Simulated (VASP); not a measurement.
Calculation: PBE GGA, VASP's PBE PAW potentials (set 64) (plane waves; VASP).

VASP input:

INCAR:
```
! general
SYSTEM  = CuZn
PREC    = Accurate
ENCUT   = 300
LREAL   = .FALSE.
LASPH   = .TRUE.

! electronic loop
EDIFF   = 1E-6
NELM    = 100
ALGO    = Normal
LMAXMIX = 4

! smearing
ISMEAR  = 1
SIGMA   = 0.1

! functional
GGA     = PE

! ions
ISIF    = 2

! output
LWAVE   = .FALSE.
LCHARG  = .FALSE.
```

KPOINTS:
```
Automatic mesh
0
gamma
 11 11 11
0.5 0.5 0.5
```

**POSCAR**
```
CuZn
1
    2.9500000000     0.0000000000     0.0000000000
    0.0000000000     2.9500000000     0.0000000000
    0.0000000000     0.0000000000     2.9500000000
Zn Cu
1 1
Direct
  0.5000000000   0.5000000000   0.5000000000
  0.0000000000   0.0000000000   0.0000000000
```

POTCAR, in this order: Zn Cu (PBE.64 set). Program: vasp_std.

Q: What will the output report for the number of irreducible k-points (NKPTS), largest plane-wave count, number of space-group operations, FFT grid (NGX, NGY, NGZ)?

A: 
```
Item                                          Result
--------------------------------------  ------------
number of irreducible k-points (NKPTS)            56
largest plane-wave count                         310
number of space-group operations                  48
FFT grid (NGX, NGY, NGZ)                18 × 18 × 18
```

The structure is a typed CuZn crystal. The cell was not relaxed at this level. The electron count is odd and the run is not spin-polarised, which forces a metal.
